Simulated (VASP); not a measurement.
# NaMg6Ti (Amm2) in VASP: single point with PBE

Aim: the single point of NaMg6Ti with PBE.

All numbers are computed with VASP 6.6.1; they aren't measurements. Logs are shortened: lines on timing, memory, paths and dates and some standing lists are left out, and cuts for length are marked.

## (1) The crystal as given

The structure is orthorhombic, space group Amm2 (No. 38). Conventional cell: a = 5.157 Å, b = 6.399 Å, c = 11.108 Å, α = 90.00°, β = 90.00°, γ = 90.00°. Ti (site symmetry mm2) is surrounded by 10 Mg at 3.10 to 3.29 Å and 2 Na at 3.23 Å. Mg (site symmetry mm2) has 10 Mg at 3.18 to 3.21 Å and 2 Na at 3.20 Å as nearest neighbours. Mg (site symmetry m) is surrounded by 8 Mg at 3.07 to 3.33 Å and 2 Ti at 3.10 Å and 2 Na at 3.14 to 3.27 Å. Mg (site symmetry mm2) is surrounded by 10 Mg at 3.18 to 3.23 Å and 2 Ti at 3.20 Å. Mg (site symmetry m) has 2 Ti at 3.12 to 3.29 Å and 2 Na at 3.17 Å and 8 Mg at 3.18 to 3.23 Å as nearest neighbours. Around Na (site symmetry mm2) lie 10 Mg at 3.14 to 3.27 Å and 2 Ti at 3.23 Å.

The cell comes from a database or a generator and needn't be the stable form of this composition.

## (2) Single point, PBE

INCAR

```
PREC = Accurate
ENCUT = 500
EDIFF = 1E-6
ISMEAR = 0
SIGMA = 0.1
LREAL = False
LASPH = True
NELM = 100
ALGO = Normal
ISIF = 2
LWAVE = False
LCHARG = False
GGA = PE
```

KPOINTS

```
regular mesh
0
Gamma
  5 5 5
```

POSCAR

```
NaMg6Ti
1.0
    5.1568040000      0.0000000000      0.0000000000
    0.0000000000      3.1992795000      5.5539075000
    0.0000000000     -3.1992795000      5.5539075000
Ti Mg Na
1 6 1
Direct
    0.0000000000      0.8409330000      0.8409330000
    0.5000000000      0.1671120000      0.1671120000
    0.5000000000      0.1525960000      0.6733220000
    0.5000000000      0.6733220000      0.1525960000
    0.0000000000      0.3351720000      0.3351720000
    0.0000000000      0.3321360000      0.8324760000
    0.0000000000      0.8324760000      0.3321360000
    0.5000000000      0.6662520000      0.6662520000
```

Potentials or basis: VASP PAW PBE potentials, release 64 (Ti, Mg, Na).

Run with:

```sh
$ cat potpaw_PBE.64/Ti/POTCAR potpaw_PBE.64/Mg/POTCAR potpaw_PBE.64/Na/POTCAR > POTCAR
$ mpirun -np 1 vasp_std > vasp.out
```

OUTCAR:

```text
PREC = Accurate
   ENCUT = 500
   EDIFF = 1E-6
   ISMEAR = 0
   LREAL = False
   LASPH = True
   NELM = 100
   ISIF = 2
   GGA = PE

 ion  position               nearest neighbor table
   1  0.000  0.841  0.841-   3 3.10   4 3.10   3 3.10   4 3.10   6 3.12   7 3.12   5 3.20   5 3.20
                             8 3.23   8 3.23   6 3.29   7 3.29
   2  0.500  0.167  0.167-   6 3.18   7 3.18   6 3.18   7 3.18   5 3.18   5 3.18   4 3.20   3 3.20
                             8 3.20   8 3.20   3 3.21   4 3.21
   3  0.500  0.153  0.673-   4 3.07   1 3.10   1 3.10   8 3.14   5 3.19   5 3.19   6 3.19   6 3.19
                             2 3.20   2 3.21   8 3.27   4 3.33
   4  0.500  0.673  0.153-   3 3.07   1 3.10   1 3.10   8 3.14   5 3.19   5 3.19   7 3.19   7 3.19
                             2 3.20   2 3.21   8 3.27   3 3.33
   5  0.000  0.335  0.335-   6 3.18   7 3.18   2 3.18   2 3.18   4 3.19   3 3.19   3 3.19   4 3.19
                             1 3.20   1 3.20   7 3.23   6 3.23
   6  0.000  0.332  0.832-   1 3.12   8 3.17   8 3.17   2 3.18   2 3.18   5 3.18   3 3.19   3 3.19
                             7 3.20   7 3.20   5 3.23   1 3.29
   7  0.000  0.832  0.332-   1 3.12   8 3.17   8 3.17   2 3.18   2 3.18   5 3.18   4 3.19   4 3.19
                             6 3.20   6 3.20   5 3.23   1 3.29
   8  0.500  0.666  0.666-   3 3.14   4 3.14   6 3.17   7 3.17   6 3.17   7 3.17   2 3.20   2 3.20
                             1 3.23   1 3.23   3 3.27   4 3.27

  LATTYP: Found a base centered orthorhombic cell.
 ALAT       =     6.3985590000
 B/A-ratio  =     1.7359869621
 C/A-ratio  =     0.8059320856

  Lattice vectors:

 A1 = (   0.0000000000,   3.1992795000,  -5.5539075000)
 A2 = (   0.0000000000,   3.1992795000,   5.5539075000)
 A3 = (   5.1568040000,   0.0000000000,   0.0000000000)

Analysis of symmetry for initial positions (statically):
=====================================================================
 Subroutine PRICEL returns:
 Original cell was already a primitive cell.

 Routine SETGRP: Setting up the symmetry group for a
 base centered orthorhombic supercell.

 Subroutine GETGRP returns: Found  4 space group operations
 (whereof  4 operations were pure point group operations)
 out of a pool of  8 trial point group operations.

The static configuration has the point symmetry C_2v.

Analysis of symmetry for dynamics (positions and initial velocities):
=====================================================================
 Subroutine PRICEL returns:
 Original cell was already a primitive cell.

 Routine SETGRP: Setting up the symmetry group for a
 base centered orthorhombic supercell.

 Subroutine GETGRP returns: Found  4 space group operations
 (whereof  4 operations were pure point group operations)
 out of a pool of  8 trial point group operations.

The dynamic configuration has the point symmetry C_2v.

 Subroutine INISYM returns: Found  4 space group operations
 (whereof  4 operations are pure point group operations),
 and found     1 'primitive' translations

----------------------------------------------------------------------------------------

                                     Primitive cell

  volume of cell :     183.2574

  direct lattice vectors                    reciprocal lattice vectors
     5.156804000  0.000000000  0.000000000     0.193918559  0.000000000  0.000000000
     0.000000000  3.199279500  5.553907500     0.000000000  0.156285189  0.090026706
     0.000000000 -3.199279500  5.553907500     0.000000000 -0.156285189  0.090026706

  length of vectors
     5.156804000  6.409467828  6.409467828     0.193918559  0.180360384  0.180360384

  position of ions in fractional coordinates (direct lattice)
     0.000000000  0.840933000  0.840933000
     0.500000000  0.167112000  0.167112000
     0.500000000  0.152596000  0.673322000
     0.500000000  0.673322000  0.152596000
     0.000000000  0.335172000  0.335172000
     0.000000000  0.332136000  0.832476000
     0.000000000  0.832476000  0.332136000
     0.500000000  0.666252000  0.666252000

  ion indices of the primitive-cell ions
   primitive index   ion index
                 1           1
                 2           2
                 3           3
                 4           4
                 5           5
                 6           6
                 7           7
                 8           8

----------------------------------------------------------------------------------------

 KPOINTS: regular mesh

Automatic generation of k-mesh.
 Grid dimensions read from file:
 generate k-points for:    5    5    5

 Generating k-lattice:

  Cartesian coordinates                     Fractional coordinates (reciprocal lattice)
     0.038783712  0.000000000  0.000000000     0.200000000  0.000000000  0.000000000
     0.000000000  0.031257038  0.018005341     0.000000000  0.200000000 -0.000000000
     0.000000000 -0.031257038  0.018005341     0.000000000 -0.000000000  0.200000000

  Length of vectors
     0.038783712  0.036072077  0.036072077

  Shift w.r.t. Gamma in fractional coordinates (k-lattice)
     0.000000000  0.000000000  0.000000000

 Subroutine IBZKPT returns following result:
 ===========================================

 Found     27 irreducible k-points:

 Following reciprocal coordinates:
            Coordinates               Weight
  0.000000  0.000000  0.000000      1.000000
  0.200000  0.000000  0.000000      2.000000
  0.400000  0.000000  0.000000      2.000000
  0.000000  0.200000  0.000000      4.000000
  0.200000  0.200000  0.000000      8.000000
  0.400000  0.200000  0.000000      8.000000
[... 16 lines left out ...]
  0.200000  0.400000  0.400000      4.000000
  0.400000  0.400000  0.400000      4.000000
 [... further k-points ...]
   k-points           NKPTS =     27   k-points in BZ     NKDIM =     27   number of bands    NBANDS=     13
   number of dos      NEDOS =    301   number of ions     NIONS =      8
   total plane-waves  NPLWV =  92160
   dimension x,y,z NGX =    40 NGY =   48 NGZ =   48
   dimension x,y,z NGXF=    80 NGYF=   96 NGZF=   96
   ions per type =               1   6   1
   NGX,Y,Z   is equivalent  to a cutoff of  12.90, 12.45, 12.45 a.u.
   NGXF,Y,Z  is equivalent  to a cutoff of  25.79, 24.90, 24.90 a.u.
 SYSTEM =  unknown system
   PREC   = accura    normal or accurate (medium, high low for compatibility)
   ISTART =      0    job   : 0-new  1-cont  2-samecut
   ICHARG =      2    charge: 1-file 2-atom 10-const
   ISPIN  =      1    spin polarized calculation?
   LNONCOLLINEAR =      F non collinear calculations
   LSORBIT =      F    spin-orbit coupling
   LASPH  =      T    aspherical Exc in radial PAW
   ENCUT  =  500.0 eV  36.75 Ry    6.06 a.u.   9.40 11.69 11.69*2*pi/ulx,y,z
   NELM   =    100;   NELMIN=  2; NELMDL= -5     # of ELM steps
   EDIFF  = 0.1E-05   stopping-criterion for ELM
   LREAL  =      F    real-space projection
   EDIFFG = 0.1E-04   stopping-criterion for IOM
   NSW    =      0    number of steps for IOM
   IBRION =     -1    ionic relax: 0-MD 1-quasi-New 2-CG
   NFREE  =      0    steps in history (QN), initial steepest desc. (CG)
   ISIF   =      2    stress and relaxation
   ISYM   =      2    0-nonsym 1-usesym 2-fastsym
   POTIM  = 0.5000    time-step for ionic-motion
   TEBEG  =    0.0;   TEEND  =   0.0 temperature during run
   PSTRESS=    0.0 pullay stress
   NELECT =      17.0000    total number of electrons
   NUPDOWN=      -1.0000    fix difference up-down
   EMIN   =  10.00;   EMAX   =-10.00  energy-range for DOS
   EFERMI =   0.00;   METHOD = LEGACY
   ISMEAR =     0;   SIGMA  =   0.10  broadening in eV -4-tet -1-fermi 0-gaus
   EFERMI_NEDOS =   21; number of points for ismear=-14 and -15
   IALGO  =     38    algorithm
   IMIX   =      4    mixing-type and parameters
     AMIX     =   0.40;   BMIX     =  1.00
     AMIX_MAG =   1.60;   BMIX_MAG =  1.00
  volume/ion in A,a.u.               =      22.91       154.59
  Fermi-wavevector in a.u.,A,eV,Ry     =   0.741089  1.400456  7.472505  0.549214
  Thomas-Fermi vector in A             =   1.835647
   LORBIT       =      0    0 simple, 1 ext, 2 COOP (PROOUT), +10 PAW based schemes
   GGA     = PE    functional components
   LHFCALC =     F    Hartree Fock is set to
   AEXX    =    0.0000 exact exchange contribution
   IVDW    =     0    specifies the selected vdW correction
   LEPSILON=     F    determine dielectric tensor
   LRPA    =     F    only Hartree local field effects (RPA)
 non-spin polarized calculation
 Gauss-broadening in eV      SIGMA  =   0.10
  energy-cutoff  :      500.00
  volume of cell :      183.26
 maximum number of plane-waves:      4668
 NGX is ok and might be reduce to    40
   NGX = 19   NGY = 23   NGZ = 23

 number of electron      17.0000000 magnetization

 Free energy of the ion-electron system (eV)
  ---------------------------------------------------
  ext. energy  EPLUGINS =         0.00000000
  ---------------------------------------------------
  free energy    TOTEN  =       -16.56968667 eV

  energy without entropy =      -16.52100840  energy(sigma->0) =      -16.54534753

 E-fermi :   2.3105     XC(G=0):  -8.5504

 val. band max:        2.2996137365   @ k =   0.2000  -0.4000   0.4000
 cond. band min:       2.3182006537   @ k =   0.4000   0.4000   0.2000
 fundamental gap:      0.0185869171
 Fermi energy:         2.3104792953

 k-point     1 :       0.0000    0.0000    0.0000
  band No.  band energies     occupation
      1      -4.0545      2.00000
      2       0.1740      2.00000
      3       0.3410      2.00000
      4       0.3576      2.00000
      5       0.5627      2.00000
      6       0.8274      2.00000
      7       1.2319      2.00000
      8       1.4079      2.00000
      9       1.8362      2.00000
     10       2.3945      0.23480
     11       2.6256      0.00001
     12       3.3222      0.00000
     13       3.3688      0.00000
[... 353 lines left out ...]
 k-point    24 :       0.4000    0.4000    0.4000
  band No.  band energies     occupation
      1      -2.3970      2.00000
      2      -1.4802      2.00000
      3      -1.2789      2.00000
      4      -0.3935      2.00000
      5       0.3443      2.00000
      6       0.6924      2.00000
      7       1.2258      2.00000
      8       1.6626      2.00000
      9       2.3322      0.75899
     10       2.6689      0.00000
     11       2.9562      0.00000
     12       3.1915      0.00000
     13       3.3155      0.00000

 [... further k-points ...]
[... 5 lines left out ...]
  --------------------------------------------------------------------------------------
  -------------------------------------------------------------------------------------
  Total       -0.9035178     -0.0766668     -0.3478935      0.0000000      0.0000000      0.0000000
  in kB       -7.8992496     -0.6702800     -3.0415535      0.0000000      0.0000000      0.0000000
  external PRESSURE =      -3.8703610 kB  Pullay stress =       0.0000000 kB

 VOLUME and BASIS-vectors are now :
 -----------------------------------------------------------------------------
  energy-cutoff  :      500.00
  volume of cell :      183.26
      direct lattice vectors                 reciprocal lattice vectors
     5.156804000  0.000000000  0.000000000     0.193918559  0.000000000  0.000000000
     0.000000000  3.199279500  5.553907500     0.000000000  0.156285189  0.090026706
     0.000000000 -3.199279500  5.553907500     0.000000000 -0.156285189  0.090026706

 POSITION                                       TOTAL-FORCE (eV/Angst)
 -----------------------------------------------------------------------------------
      0.00000      0.00000      9.34093         0.000000      0.000000      0.132081
      2.57840      0.00000      1.85625         0.000000      0.000000     -0.035258
      2.57840     -1.66595      4.58707         0.000000     -0.026878     -0.033337
      2.57840      1.66595      4.58707         0.000000      0.026878     -0.033337
      0.00000      0.00000      3.72303         0.000000      0.000000      0.071896
      0.00000     -1.60073      6.46815         0.000000     -0.021668     -0.020069
      0.00000      1.60073      6.46815         0.000000      0.021668     -0.020069
      2.57840      0.00000      7.40060         0.000000      0.000000     -0.061907
 -----------------------------------------------------------------------------------
    total drift:                               -0.000000     -0.000000     -0.000121

  FREE ENERGIE OF THE ION-ELECTRON SYSTEM (eV)
  ---------------------------------------------------
  free  energy   TOTEN  =       -16.5696866691 eV

  energy  without entropy=      -16.5210083974  energy(sigma->0) =      -16.54534753
```

Wall time 59 s (1 thread of Intel Xeon Platinum 8488C (Sapphire Rapids), shared host); peak memory 0.32 GiB.

What came out:

```
Free energy            : -16.5697 eV
Pressure               : -0.4 GPa
Largest force          : 0.132 eV/Å
Band gap on the k mesh : none (metal or under the smearing width)
```

Forces in eV/Å, atoms in the order of the input:
```
Ti   0.000  0.000  0.132
Mg   0.000  0.000 -0.035
Mg   0.000 -0.027 -0.033
Mg   0.000  0.027 -0.033
Mg   0.000  0.000  0.072
Mg   0.000 -0.022 -0.020
Mg   0.000  0.022 -0.020
Na   0.000  0.000 -0.062
```

Stress tensor (GPa, compression positive):
```
-0.79  0.00  0.00
 0.00 -0.07  0.00
 0.00  0.00 -0.30
```

## (3) For comparison

An earlier run on the cell as given: functional PBE; potentials or basis VASP PAW PBE potentials, release 64 (Ti_sv, Mg, Na_pv); cutoff 520 eV; k mesh 5 × 5 × 5; occupations fermi-dirac, width 0.05 eV; no spin polarisation.

* Pressure: -0.3 GPa
* Largest force: 0.127 eV/Å
* Band gap on the k mesh: none (metal or under the smearing width)
